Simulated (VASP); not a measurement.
**C (Fd-3m): energy against volume by PBE and RPA**

```
C
1.0
     0.00000    1.78350    1.78350
     1.78350    0.00000    1.78350
     1.78350    1.78350    0.00000
C
2
Direct
  0.00000 0.00000 0.00000
  0.25000 0.25000 0.25000
```

RPA total energy on PBE orbitals (quartic-scaling ACFDT), PAW potentials of the _GW family (VASP); 4×4×4 mesh, wave cutoff 414 eV (621 eV for the PBE and exact-exchange energies), correlation extrapolated to infinite response cutoff from cutoffs up to 276 eV, 229 bands in all, long-wavelength term: neglected, exchange with the bare kernel with the probe-charge correction. The band count is that of the given cell and grows with the volume.

Energies and volumes of the whole cell, energies counted from the given cell:

```tsv
V/V_given	V (Å³)	PBE (meV)	Hartree-Fock expression on these orbitals (meV)	RPA (meV)
0.92	10.44	131	64	139
0.96	10.89	35	0	37
1.00	11.35	0	0	0
1.04	11.80	16	54	16
1.08	12.25	73	154	74
```

(1) Fit third-order Birch-Murnaghan curves. Where are the minima?

## Answers

(1) PBE: V0 = 5.71 Å³ an atom (lattice constants +0.2 % against the given cell), B0 = 433 GPa; Hartree-Fock expression on these orbitals: V0 = 5.56 Å³ an atom (lattice constants -0.7 % against the given cell), B0 = 511 GPa; RPA: V0 = 5.71 Å³ an atom (lattice constants +0.2 % against the given cell), B0 = 446 GPa.

The mesh is coarse, so these are values at the stated settings, not converged ones.
